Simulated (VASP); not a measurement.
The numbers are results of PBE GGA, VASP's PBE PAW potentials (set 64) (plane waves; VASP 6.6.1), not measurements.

A VASP calculation is set up with these files.

INCAR:
```
! general
SYSTEM   =  Cr
PREC     =  Accurate
ENCUT    =  400   ! plane-wave cut-off (eV)
LREAL    =  .FALSE.   ! projection in real space or not
LASPH    =  .TRUE.

! electronic loop
EDIFF    =  1E-6
NELM     =  100   ! most electronic steps
ALGO     =  Normal
LMAXMIX  =  4   ! l cut-off of mixed one-centre charges

! smearing
ISMEAR   =  1   ! Methfessel-Paxton
SIGMA    =  0.1   ! width (eV)

! functional
GGA      =  PE

! spin
ISPIN    =  2   ! spin-polarised
MAGMOM   =  1.5 -1.5

! ions
ISIF     =  2   ! forces and stress, cell fixed

! output
LWAVE    =  .FALSE.
LCHARG   =  .FALSE.
LORBIT   =  10
```

File POSCAR:
```
Cr
1
    2.8800000000     0.0000000000     0.0000000000
    0.0000000000     2.8800000000     0.0000000000
    0.0000000000     0.0000000000     2.8800000000
Cr
2
Direct
  0.0000000000   0.0000000000   0.0000000000
  0.5000000000   0.5000000000   0.5000000000
```

**KPOINTS**
```
kpoints
0
G
 11 11 11
```

POTCAR, in this order: Cr_pv (PBE.64 set). Program: vasp_std.

Output

OSZICAR:
```
       N       E                     dE             d eps       ncg     rms          rms(c)
DAV:   1     0.194569530706E+03    0.19457E+03   -0.12623E+04  3624   0.152E+03
DAV:   2    -0.152195237675E+02   -0.20979E+03   -0.20812E+03  3888   0.449E+02
DAV:   3    -0.220855409360E+02   -0.68660E+01   -0.66612E+01  4528   0.909E+01
DAV:   4    -0.221794906581E+02   -0.93950E-01   -0.93370E-01  4504   0.109E+01
DAV:   5    -0.221814387154E+02   -0.19481E-02   -0.19479E-02  4776   0.124E+00    0.183E+01
DAV:   6    -0.190298613636E+02    0.31516E+01   -0.19471E+01  3968   0.525E+01    0.505E+00
DAV:   7    -0.190564048386E+02   -0.26543E-01   -0.32195E-01  4000   0.777E+00    0.293E+00
DAV:   8    -0.190581899961E+02   -0.17852E-02   -0.29406E-02  4792   0.167E+00    0.113E+00
DAV:   9    -0.190561897145E+02    0.20003E-02   -0.67344E-02  4432   0.187E+00    0.388E-01
DAV:  10    -0.190575740333E+02   -0.13843E-02   -0.45214E-03  5144   0.601E-01    0.233E-01
DAV:  11    -0.190585999113E+02   -0.10259E-02   -0.18989E-02  4712   0.773E-01    0.129E-01
DAV:  12    -0.190587958461E+02   -0.19593E-03   -0.36164E-03  4368   0.395E-01    0.509E-02
DAV:  13    -0.190588250094E+02   -0.29163E-04   -0.99070E-05  4152   0.111E-01    0.309E-02
DAV:  14    -0.190588355379E+02   -0.10529E-04   -0.26365E-05  4712   0.313E-02    0.186E-02
DAV:  15    -0.190588397224E+02   -0.41844E-05   -0.13646E-04  4584   0.704E-02    0.345E-03
DAV:  16    -0.190588399884E+02   -0.26601E-06   -0.36343E-06  3432   0.145E-02
   1 F= -.19058840E+02 E0= -.19058971E+02  d E =0.392936E-03  mag=     0.0000
```

**OUTCAR**
```
------------------------ aborting loop because EDIFF is reached ----------------------------------------
  FORCE on cell =-STRESS in cart. coord.  units (eV):
  Direction    XX          YY          ZZ          XY          YZ          ZX
  --------------------------------------------------------------------------------------
  Total       -0.6385411     -0.6385411     -0.6385411      0.0000000      0.0000000     -0.0000000
  in kB      -42.8274261    -42.8274261    -42.8274261      0.0000000      0.0000000     -0.0000000
  external PRESSURE =     -42.8274261 kB  Pullay stress =       0.0000000 kB
  volume of cell :       23.89
      direct lattice vectors                 reciprocal lattice vectors
     2.880000000  0.000000000  0.000000000     0.347222222  0.000000000  0.000000000
     0.000000000  2.880000000  0.000000000     0.000000000  0.347222222  0.000000000
     0.000000000  0.000000000  2.880000000     0.000000000  0.000000000  0.347222222
 POSITION                                       TOTAL-FORCE (eV/Angst)
 -----------------------------------------------------------------------------------
      0.00000      0.00000      0.00000        -0.000000     -0.000000     -0.000000
      1.44000      1.44000      1.44000         0.000000      0.000000      0.000000
 -----------------------------------------------------------------------------------
    total drift:                               -0.000000      0.000000      0.000000
  FREE ENERGIE OF THE ION-ELECTRON SYSTEM (eV)
  ---------------------------------------------------
  free  energy   TOTEN  =       -19.0588399884 eV

  energy  without entropy=      -19.0592329248  energy(sigma->0) =      -19.05897097

 total charge

# of ion       s       p       d       tot
------------------------------------------
    1        0.428   6.383   4.180  10.991
    2        0.428   6.383   4.180  10.991
--------------------------------------------------
tot          0.856  12.766   8.359  21.981

 magnetization (x)

# of ion       s       p       d       tot
------------------------------------------
    1        0.015   0.009   1.174   1.198
    2       -0.015  -0.009  -1.174  -1.198
--------------------------------------------------
tot         -0.000   0.000   0.000  -0.000
```
(Selected blocks of OUTCAR.)

The compound is Cr in the bcc, AFM order structure. The cell was not relaxed at this level.
